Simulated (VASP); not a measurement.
An input for Quantum ESPRESSO's pw.x (written as the equivalent of a VASP run, and not itself run):

```
&CONTROL
  calculation = 'vc-relax'
  pseudo_dir = './pseudo'
  outdir = './out'
  tprnfor = .true.
  tstress = .true.
  nstep = 40
  forc_conv_thr = 0.00078
/
&SYSTEM
  ibrav = 0
  nat = 8
  ntyp = 2
  ecutwfc = 84
  occupations = 'smearing'
  smearing = 'gaussian'
  degauss = 0.003675
  input_dft = 'pbesol'
/
&ELECTRONS
  conv_thr = 7.3e-08
  electron_maxstep = 100
/
&IONS
/
&CELL
  press = 300
/
ATOMIC_SPECIES
  Si 28.085 Si.upf
  Ru 101.070 Ru.upf
CELL_PARAMETERS angstrom
     4.5358501    0.0000000   -0.0000000
     0.0000000    4.5358501    0.0000000
     0.0000000   -0.0000000    4.5358501
ATOMIC_POSITIONS crystal
  Si   0.1585152  0.3414848  0.6585152
  Si   0.6585152  0.1585152  0.3414848
  Si   0.8414848  0.8414848  0.8414848
  Si   0.3414848  0.6585152  0.1585152
  Ru   0.8617226  0.6382774  0.3617226
  Ru   0.3617226  0.8617226  0.6382774
  Ru   0.1382774  0.1382774  0.1382774
  Ru   0.6382774  0.3617226  0.8617226
K_POINTS automatic
  5 5 5 0 0 0
```

**Question.** Write the VASP files for the same calculation (PBEsol).

**Answer.** One answer among several that fit: 
**POSCAR**
```
RuSi
1.0
  4.5358501303   0.0000000000   0.0000000000
  0.0000000000   4.5358501303   0.0000000000
  0.0000000000   0.0000000000   4.5358501303
Si Ru
4 4
Cartesian
  0.7190010395   1.5489240256   2.9869261047
  2.9869261047   0.7190010395   1.5489240256
  3.8168490908   3.8168490908   3.8168490908
  1.5489240256   2.9869261047   0.7190010395
  3.9086444514   2.8951307441   1.6407193862
  1.6407193862   3.9086444514   2.8951307441
  0.6272056789   0.6272056789   0.6272056789
  2.8951307441   1.6407193862   3.9086444514
```

INCAR:
```
SYSTEM = RuSi
PREC = Accurate; ENCUT = 500; LREAL = .FALSE.
LASPH = .TRUE.
EDIFF = 1E-6; NELM = 100; ALGO = Normal
LMAXMIX = 4
ISMEAR = 0; SIGMA = 0.05
GGA = PS
IBRION = 2; NSW = 40; ISIF = 3
EDIFFG = -0.02; PSTRESS = 300
LWAVE = .FALSE.; LCHARG = .FALSE.
```

KPOINTS:
```
kpoints
0
Gamma
  5 5 5
0 0 0
```

POTCAR, in this order: Si Ru_pv (PBE.64 set). Program: vasp_std.

Limits of the translation: the potentials are each code's own (VASP's PAW set, PseudoDojo norm-conserving files in pw.x), so ENCUT and ecutwfc are chosen apart and not converted; conv_thr bounds pw.x's estimated SCF error, while EDIFF bounds the energy change between steps; forc_conv_thr acts on force components and is met together with etot_conv_thr.

The compound is RuSi in the B20 structure. It was relaxed first under an external pressure of 30 GPa.
